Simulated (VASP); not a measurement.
## SbRu: which input changes matter

Which changes to a sound input spoil a run on SbRu, which are harmless, and which give a warning? All runs use LDA. The start is a cell from a database of measured crystal structures.

Main program and level: VASP 6.6.1; LDA; plane waves and PAW (Sb, Ru_pv).

## (1) Set-up

It takes space group Pnma (No. 62, orthorhombic). Conventional cell: a = 5.961 Å, b = 3.702 Å, c = 6.580 Å, α = 90.00°, β = 90.00°, γ = 90.00°. Nearest to Sb lie 6 Ru at 2.61 to 2.74 Å. Nearest to Ru lie 6 Sb at 2.61 to 2.74 Å. Farther neighbours are not listed.

Structure file:

```
Sb Ru
1.0
     5.96080    0.00000    0.00000
     0.00000    3.70230    0.00000
     0.00000    0.00000    6.57970
Sb Ru
4 4
Direct
  0.19920 0.25000 0.58080
  0.30080 0.75000 0.08080
  0.69920 0.25000 0.91920
  0.80080 0.75000 0.41920
  0.00530 0.25000 0.20370
  0.49470 0.75000 0.70370
  0.50530 0.25000 0.29630
  0.99470 0.75000 0.79630
```

## (2) Reference run

A single point gives energy, forces and stress at these settings. LDA, the lowest rung, knows the local density alone.

File INCAR:

```
SYSTEM = SbRu
PREC = Accurate
ENCUT = 400
EDIFF = 1E-06
NELM = 100
ISMEAR = -1
SIGMA = 0.05
LREAL = .FALSE.
ALGO = Normal
GGA = CA
NBANDS = 47
LASPH = .TRUE.
LORBIT = 11
LWAVE = .FALSE.
LCHARG = .FALSE.
KPAR = 8
ISIF = 2
```

File POSCAR:

```
SbRu
1.0
    5.9608000000      0.0000000000      0.0000000000
    0.0000000000      3.7023000000      0.0000000000
    0.0000000000      0.0000000000      6.5797000000
Sb Ru
4 4
Direct
    0.1992000000      0.2500000000      0.5808000000
    0.3008000000      0.7500000000      0.0808000000
    0.6992000000      0.2500000000      0.9192000000
    0.8008000000      0.7500000000      0.4192000000
    0.0053000000      0.2500000000      0.2037000000
    0.4947000000      0.7500000000      0.7037000000
    0.5053000000      0.2500000000      0.2963000000
    0.9947000000      0.7500000000      0.7963000000
```

File KPOINTS:

```
Automatic mesh
0
Gamma
4 6 4
0 0 0
```

The projector-augmented-wave data sets are Sb and Ru_pv (LDA family, release 64).

Command:

```bash
$ mpirun -np 8 vasp_std
```

Output:

```text
[banner, memory and clock lines left out]
running    8 mpi-ranks, on    1 nodes
 distrk:  each k-point on    1 cores,    8 groups
 distr:  one band on    1 cores,    1 groups

 POSCAR found type information on POSCAR SbRu
 POSCAR found :  2 types and       8 ions
|                                                                             |
|           W    W    AA    RRRRR   N    N  II  N    N   GGGG   !!!           |
|           W    W   A  A   R    R  NN   N  II  NN   N  G    G  !!!           |
|           W    W  A    A  R    R  N N  N  II  N N  N  G       !!!           |
|           W WW W  AAAAAA  RRRRR   N  N N  II  N  N N  G  GGG   !            |
|           WW  WW  A    A  R   R   N   NN  II  N   NN  G    G                |
|           W    W  A    A  R    R  N    N  II  N    N   GGGG   !!!           |
|                                                                             |
|     For optimal performance we recommend to set                             |
|       NCORE = 2 up to number-of-cores-per-socket                            |
|     NCORE specifies how many cores store one orbital (NPAR=cpu/NCORE).      |
|     This setting can greatly improve the performance of VASP for DFT.       |
|     The default, NCORE=1 might be grossly inefficient on modern             |
|     multi-core architectures or massively parallel machines. Do your        |
|     Unfortunately you need to use the default for GW and RPA                |
|     calculations (for HF NCORE is supported but not extensively tested      |
|     yet).                                                                   |
|                                                                             |

 LDA part: xc-table for (Slater(with rela. corr.)+CA(PZ))
 , standard interpolation
 POSCAR, INCAR and KPOINTS ok, starting setup
 FFT: planning ... GRIDC
 FFT: planning ... GRID_SOFT
 FFT: planning ... GRID
 WAVECAR not read
 entering main loop
       N       E                     dE             d eps       ncg     rms          rms(c)
DAV:   1     0.657568937293E+03    0.65757E+03   -0.35234E+04  4056   0.126E+03
DAV:   2    -0.277162882865E+02   -0.68529E+03   -0.66322E+03  3879   0.381E+02
DAV:   3    -0.632880291318E+02   -0.35572E+02   -0.34368E+02  4112   0.837E+01
DAV:   4    -0.641806601444E+02   -0.89263E+00   -0.88980E+00  3836   0.134E+01
DAV:   5    -0.642028898561E+02   -0.22230E-01   -0.22225E-01  4697   0.229E+00    0.202E+01
DAV:   6    -0.633931299274E+02    0.80976E+00   -0.35874E+00  3729   0.113E+01    0.754E+00
DAV:   7    -0.631834179667E+02    0.20971E+00   -0.10989E+00  3672   0.539E+00    0.589E+00
DAV:   8    -0.630796556157E+02    0.10376E+00   -0.40817E-01  3755   0.384E+00    0.383E-01
DAV:   9    -0.630789377331E+02    0.71788E-03   -0.11792E-02  3939   0.471E-01    0.221E-01
DAV:  10    -0.630783244994E+02    0.61323E-03   -0.18234E-03  3951   0.270E-01    0.557E-02
DAV:  11    -0.630782879982E+02    0.36501E-04   -0.16883E-04  3839   0.655E-02    0.168E-02
DAV:  12    -0.630782892146E+02   -0.12165E-05   -0.13352E-05  3710   0.185E-02    0.584E-03
DAV:  13    -0.630782891366E+02    0.78013E-07   -0.19922E-06  2401   0.890E-03
   1 F= -.63078289E+02 E0= -.63050281E+02  d E =-.560166E-01
```

It took 15 s on 8 MPI ranks of Intel Xeon Platinum 8488C (Sapphire Rapids), shared host; peak memory 2.1 GiB.

Lines that name or quote the potential files are left out of all logs, and their timing lines are given in words.

OUTCAR, selected parts (step 2):

```text
ion  position               nearest neighbor table
   1  0.199  0.250  0.581-   7 2.61   8 2.63   8 2.63   6 2.68   6 2.68   5 2.74   4 3.19   4 3.19
                             3 3.72   3 3.72
   2  0.301  0.750  0.081-   8 2.61   7 2.63   7 2.63   5 2.68   5 2.68   6 2.74   3 3.19   3 3.19
                             4 3.72   4 3.72
   3  0.699  0.250  0.919-   5 2.61   6 2.63   6 2.63   8 2.68   8 2.68   7 2.74   2 3.19   2 3.19
                             1 3.72   1 3.72
   4  0.801  0.750  0.419-   6 2.61   5 2.63   5 2.63   7 2.68   7 2.68   8 2.74   1 3.19   1 3.19
                             2 3.72   2 3.72
   5  0.005  0.250  0.204-   3 2.61   4 2.63   4 2.63   2 2.68   2 2.68   1 2.74   7 3.04   7 3.04
                             8 3.26   8 3.26
   6  0.495  0.750  0.704-   4 2.61   3 2.63   3 2.63   1 2.68   1 2.68   2 2.74   8 3.04   8 3.04
                             7 3.26   7 3.26
   7  0.505  0.250  0.296-   1 2.61   2 2.63   2 2.63   4 2.68   4 2.68   3 2.74   5 3.04   5 3.04
                             6 3.26   6 3.26
   8  0.995  0.750  0.796-   2 2.61   1 2.63   1 2.63   3 2.68   3 2.68   4 2.74   6 3.04   6 3.04
                             5 3.26   5 3.26

  LATTYP: Found a simple orthorhombic cell.
 ALAT       =     3.7023000000
 B/A-ratio  =     1.6100261999
 C/A-ratio  =     1.7771925560

 Subroutine GETGRP returns: Found  8 space group operations
 (whereof  2 operations were pure point group operations)

The static configuration has the point symmetry S_2 .
 The point group associated with its full space group is D_2h.

 Found     36 irreducible k-points:

   k-points           NKPTS =     36   k-points in BZ     NKDIM =     36   number of bands    NBANDS=     47

   dimension x,y,z NGX =    40 NGY =   24 NGZ =   48
   dimension x,y,z NGXF=    80 NGYF=   48 NGZF=   96

   ENCUT  =  400.0 eV  29.40 Ry    5.42 a.u.   9.72  6.04 10.73*2*pi/ulx,y,z

   NELECT =      76.0000    total number of electrons

 k-points in reciprocal lattice and weights: Automatic mesh
   0.00000000  0.00000000  0.00000000       0.010
   0.25000000  0.00000000  0.00000000       0.021
   0.50000000  0.00000000  0.00000000       0.010
   0.00000000  0.16666667  0.00000000       0.021
   0.25000000  0.16666667  0.00000000       0.042
   0.50000000  0.16666667  0.00000000       0.021
   0.00000000  0.33333333  0.00000000       0.021
   0.25000000  0.33333333  0.00000000       0.042
   0.50000000  0.33333333  0.00000000       0.021
[...]
0.25000000  0.50000000  0.50000000       0.021
   0.50000000  0.50000000  0.50000000       0.010

 average (electrostatic) potential at core
       1 -82.5580       2 -82.5580       3 -82.5580       4 -82.5580       5 -68.3030
       6 -68.3030       7 -68.3030       8 -68.3030

 E-fermi :  10.8065

 k-point     1 :       0.0000    0.0000    0.0000
  band No.  band energies     occupation
    ...
     35      10.0120      2.00000
     36      10.1485      2.00000
     37      10.1621      1.99999
     38      10.4595      1.99806
     39      10.7177      1.71013
     40      11.8039      0.00000
     41      12.8726      0.00000
     42      13.2073      0.00000
     43      13.8159      0.00000
     44      14.0459      0.00000
    ...

 k-point     2 :       0.2500    0.0000    0.0000
  band No.  band energies     occupation
    ...
     34       9.8908      2.00000
     35      10.0702      2.00000
     36      10.2039      1.99999
     37      10.3990      1.99942
     38      10.7279      1.65589
     39      11.4632      0.00000
     40      11.7146      0.00000
     41      12.6664      0.00000
     42      13.6152      0.00000
     43      13.7596      0.00000
    ...

 k-point     3 :       0.5000    0.0000    0.0000
  band No.  band energies     occupation
    ...
     34       9.4837      2.00000
     35      10.3305      1.99985
     36      10.3305      1.99985
     37      10.4020      1.99939
     38      10.4020      1.99939
     39      11.8022      0.00000
     40      11.8022      0.00000
     41      13.1693      0.00000
     42      13.1693      0.00000
     43      13.9711      0.00000
    ...

  Total       -5.0566583     -1.9531984     -3.9950232      0.0000000      0.0000000      0.0000000
  in kB      -55.7945704    -21.5513601    -44.0806141      0.0000000      0.0000000      0.0000000
  external PRESSURE =     -40.4755149 kB  Pullay stress =       0.0000000 kB

  energy-cutoff  :      400.00
  volume of cell :      145.21
      direct lattice vectors                 reciprocal lattice vectors
     5.960800000  0.000000000  0.000000000     0.167762716  0.000000000  0.000000000
     0.000000000  3.702300000  0.000000000     0.000000000  0.270102369  0.000000000
     0.000000000  0.000000000  6.579700000     0.000000000  0.000000000  0.151982613

 POSITION                                       TOTAL-FORCE (eV/Angst)
 -----------------------------------------------------------------------------------
      1.18739      0.92558      3.82149         0.065124     -0.000000     -0.109935
      1.79301      2.77672      0.53164        -0.065124     -0.000000     -0.109935
      4.16779      0.92558      6.04806         0.065124     -0.000000      0.109935
      4.77341      2.77672      2.75821        -0.065124     -0.000000      0.109935
      0.03159      0.92558      1.34028         0.021045      0.000000      0.023507
      2.94881      2.77672      4.63013        -0.021045      0.000000      0.023507
      3.01199      0.92558      1.94957         0.021045     -0.000000     -0.023507
      5.92921      2.77672      5.23942        -0.021045     -0.000000     -0.023507
 -----------------------------------------------------------------------------------
    total drift:                                0.000000     -0.000000      0.000000

  FREE ENERGIE OF THE ION-ELECTRON SYSTEM (eV)
  ---------------------------------------------------
  free  energy   TOTEN  =       -63.0782891366 eV

  energy  without entropy=      -63.0222725592  energy(sigma->0) =      -63.05028085

 total charge
# of ion       s       p       d       tot
------------------------------------------
    1        1.105   1.292   0.113   2.510
    2        1.105   1.292   0.113   2.510
    3        1.105   1.292   0.113   2.510
    4        1.105   1.292   0.113   2.510
    5        0.293   6.216   6.245  12.753
    6        0.293   6.216   6.245  12.753
    7        0.293   6.216   6.245  12.753
    8        0.293   6.216   6.245  12.753
--------------------------------------------------
tot          5.591  30.030  25.430  61.050

[... 3 further parts left out ...]
```

The k-mesh is coarse for a metal. At this level the cell is under a tension of 4.0 GPa, so at these settings it is away from equilibrium.

This step gave:

```
SCF cycles                             : 13
electrons                              : 76
bands                                  : 47
irreducible k-points                   : 36
symmetry operations                    : 8
free energy (TOTEN)                    : -63.0783 eV
energy at zero smearing                : -63.0503 eV
Fermi energy                           : 10.81 eV
pressure                               : -4.048 GPa
metallic, judged on the points sampled : yes
```

Force by atom:

```
atom  x (eV/Å)  y (eV/Å)  z (eV/Å)   size
 Sb1     0.065     0.000    -0.110  0.128
 Sb2    -0.065     0.000    -0.110  0.128
 Sb3     0.065     0.000     0.110  0.128
 Sb4    -0.065     0.000     0.110  0.128
 Ru5     0.021     0.000     0.024  0.032
 Ru6    -0.021     0.000     0.024  0.032
 Ru7     0.021     0.000    -0.024  0.032
 Ru8    -0.021     0.000    -0.024  0.032
```

The pressure is -4.05 GPa and the largest force 0.128 eV/Å, so the cell is not at a minimum at these settings.

## (3) Self-consistent run (LDA) with a changed input

A single point gives energy, forces and stress at these settings. Some settings are moved from the usual, to see what they do.

INCAR: that of step 2 with these lines changed.

```diff
@@ -2,3 +2,3 @@
 PREC = Accurate
-ENCUT = 400
+ENCUT = 450
 EDIFF = 1E-06
@@ -17 +17,2 @@
 ISIF = 2
+KSPACING = 0.25
```

POSCAR is that of step 2.

Command:

```bash
$ mpirun -np 8 vasp_std
```

Output:

```text
[banner, memory and clock lines left out]
running    8 mpi-ranks, on    1 nodes
 distrk:  each k-point on    1 cores,    8 groups
 distr:  one band on    1 cores,    1 groups

 POSCAR found type information on POSCAR SbRu
 POSCAR found :  2 types and       8 ions
 [... a notice as in an earlier step ...]

 LDA part: xc-table for (Slater(with rela. corr.)+CA(PZ))
 , standard interpolation
 INCAR ok, starting setup
 POSCAR ok, starting setup
 FFT: planning ... GRIDC
 FFT: planning ... GRID_SOFT
 FFT: planning ... GRID
 WAVECAR not read
 entering main loop
       N       E                     dE             d eps       ncg     rms          rms(c)
DAV:   1     0.702948871257E+03    0.70295E+03   -0.37464E+04  4080   0.139E+03
DAV:   2    -0.262995960490E+02   -0.72925E+03   -0.70763E+03  3879   0.399E+02
DAV:   3    -0.631728872903E+02   -0.36873E+02   -0.35558E+02  4035   0.872E+01
DAV:   4    -0.641556299701E+02   -0.98274E+00   -0.97827E+00  3896   0.145E+01
DAV:   5    -0.641808904694E+02   -0.25260E-01   -0.25254E-01  4630   0.247E+00    0.202E+01
DAV:   6    -0.633725153897E+02    0.80838E+00   -0.36319E+00  3805   0.114E+01    0.752E+00
DAV:   7    -0.631623332569E+02    0.21018E+00   -0.11240E+00  3713   0.548E+00    0.593E+00
DAV:   8    -0.630572963146E+02    0.10504E+00   -0.41378E-01  3776   0.388E+00    0.383E-01
DAV:   9    -0.630565968959E+02    0.69942E-03   -0.12010E-02  4024   0.482E-01    0.221E-01
DAV:  10    -0.630559868662E+02    0.61003E-03   -0.18439E-03  3949   0.271E-01    0.558E-02
DAV:  11    -0.630559492235E+02    0.37643E-04   -0.17523E-04  3860   0.673E-02    0.168E-02
DAV:  12    -0.630559504778E+02   -0.12544E-05   -0.13996E-05  3709   0.193E-02    0.607E-03
DAV:  13    -0.630559503895E+02    0.88310E-07   -0.20784E-06  2458   0.924E-03
   1 F= -.63055950E+02 E0= -.63024038E+02  d E =-.638258E-01
```

Run time: 19 s. Hardware: 8 MPI ranks; peak memory 2.4 GiB.

OUTCAR, selected parts (step 3):

```text
 Found     36 irreducible k-points:

   dimension x,y,z NGX =    42 NGY =   28 NGZ =   48
   dimension x,y,z NGXF=    84 NGYF=   56 NGZF=   96

   ENCUT  =  450.0 eV  33.07 Ry    5.75 a.u.  10.31  6.40 11.38*2*pi/ulx,y,z

   NELECT =      76.0000    total number of electrons

 E-fermi :  10.8316

 k-point     1 :       0.0000    0.0000    0.0000
  band No.  band energies     occupation
    ...
     35      10.0127      2.00000
     36      10.1488      2.00000
     37      10.1616      2.00000
     38      10.4584      1.99885
     39      10.7186      1.81095
     40      11.8035      0.00000
     41      12.8734      0.00000
     42      13.2061      0.00000
     43      13.8176      0.00000
     44      14.0460      0.00000
    ...

 k-point     2 :       0.2000    0.0000    0.0000
  band No.  band energies     occupation
    ...
     34       9.9675      2.00000
     35      10.0211      2.00000
     36      10.1850      2.00000
     37      10.3860      1.99973
     38      10.7504      1.67049
     39      11.1551      0.00309
     40      11.7380      0.00000
     41      12.8059      0.00000
     42      13.5536      0.00000
     43      13.6549      0.00000
    ...

  Total       -4.6772890     -1.6923333     -3.5396823      0.0000000      0.0000000      0.0000000
  in kB      -51.6086548    -18.6730063    -39.0564370      0.0000000      0.0000000      0.0000000
  external PRESSURE =     -36.4460327 kB  Pullay stress =       0.0000000 kB

  energy-cutoff  :      450.00
  volume of cell :      145.21
      direct lattice vectors                 reciprocal lattice vectors
     5.960800000  0.000000000  0.000000000     0.167762716  0.000000000  0.000000000
     0.000000000  3.702300000  0.000000000     0.000000000  0.270102369  0.000000000
     0.000000000  0.000000000  6.579700000     0.000000000  0.000000000  0.151982613

 POSITION                                       TOTAL-FORCE (eV/Angst)
 -----------------------------------------------------------------------------------
      1.18739      0.92558      3.82149         0.074835      0.000000     -0.125916
      1.79301      2.77672      0.53164        -0.074835     -0.000000     -0.125916
      4.16779      0.92558      6.04806         0.074835      0.000000      0.125916
      4.77341      2.77672      2.75821        -0.074835     -0.000000      0.125916
      0.03159      0.92558      1.34028         0.013205     -0.000000      0.037093
      2.94881      2.77672      4.63013        -0.013205     -0.000000      0.037093
      3.01199      0.92558      1.94957         0.013205      0.000000     -0.037093
      5.92921      2.77672      5.23942        -0.013205      0.000000     -0.037093
 -----------------------------------------------------------------------------------
    total drift:                                0.000000     -0.000000      0.000000

  FREE ENERGIE OF THE ION-ELECTRON SYSTEM (eV)
  ---------------------------------------------------
  free  energy   TOTEN  =       -63.0559503895 eV

  energy  without entropy=      -62.9921246246  energy(sigma->0) =      -63.02403751

 total charge
# of ion       s       p       d       tot
------------------------------------------
    1        1.105   1.292   0.113   2.510
    2        1.105   1.292   0.113   2.510
    3        1.105   1.292   0.113   2.510
    4        1.105   1.292   0.113   2.510
    5        0.293   6.215   6.245  12.752
    6        0.293   6.215   6.245  12.752
    7        0.293   6.215   6.245  12.752
    8        0.293   6.215   6.245  12.752
--------------------------------------------------
tot          5.592  30.027  25.429  61.048

[... 5 parts as in an earlier step ...]

[... 6 further parts left out ...]
```

The mesh holds 36 irreducible points against 36. At this level the cell is under a tension of 3.6 GPa, so at these settings it is away from equilibrium.

Numbers from this step:

```yaml
free_energy_toten: -63.0560 eV
energy_at_zero_smearing: -63.0240 eV
fermi_energy: 10.83 eV
pressure: -3.645 GPa
```

Force by atom:

```
atom  x (eV/Å)  y (eV/Å)  z (eV/Å)   size
 Sb1     0.075     0.000    -0.126  0.146
 Sb2    -0.075     0.000    -0.126  0.146
 Sb3     0.075     0.000     0.126  0.146
 Sb4    -0.075     0.000     0.126  0.146
 Ru5     0.013     0.000     0.037  0.039
 Ru6    -0.013     0.000     0.037  0.039
 Ru7     0.013     0.000    -0.037  0.039
 Ru8    -0.013     0.000    -0.037  0.039
```

Against the reference run the energy at zero smearing moves by +3.28 meV an atom and the pressure by +0.40 GPa.

[end of part 1 of 4]

[Lines on the potential files, build, host, timing and source positions are cut from VASP's logs without a mark.]

[Logs are printed without paths, hosts, clocks, repeated set-up lines and the standing remarks that a program may print on its own settings, such as how far it seeks lower states.]

[Hosts, paths, dates, database ids (printed as entryN), source tags and the programs' standing remarks are cut or masked in the printed files.]

[A measured line is paired with the nearest computed mode of its activity, which favours agreement.]

[In band tables of VASP the shares of atoms and orbitals are scaled to a sum of 1 inside the atoms' spheres.]
